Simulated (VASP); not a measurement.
Data:

```xyz
2
Lattice="0.0000 2.8274 2.8274 2.8274 0.0000 2.8274 2.8274 2.8274 0.0000" Properties=species:S:1:pos:R:3 pbc="T T T"
Sc     0.0000     0.0000     0.0000
Al     2.8274     2.8274     2.8274
```

Computed with r2SCAN meta-GGA, VASP's PBE PAW potentials (set 64) (plane waves; VASP). Settings: 400 eV cut-off, 13×13×13 Γ-centred mesh, tetrahedra with Blöchl corrections, potentials Sc_sv Al.

Predict the energy per atom (σ→0), band gap (over mesh and band path) with the smallest direct gap where there is one.

```json
{
  "band gap (over mesh and band path)": "none (metal, semimetal or under 0.01 eV)",
  "energy per atom (σ→0)": "-8.888 eV/atom"
}
```

Total energies compare only between runs with the same potentials, cut-off and functional.

The structure was generated: ScAl was put into the rock salt type (Fm-3m), which need not be its known phase. It was relaxed first, which changed the volume by -27 %.
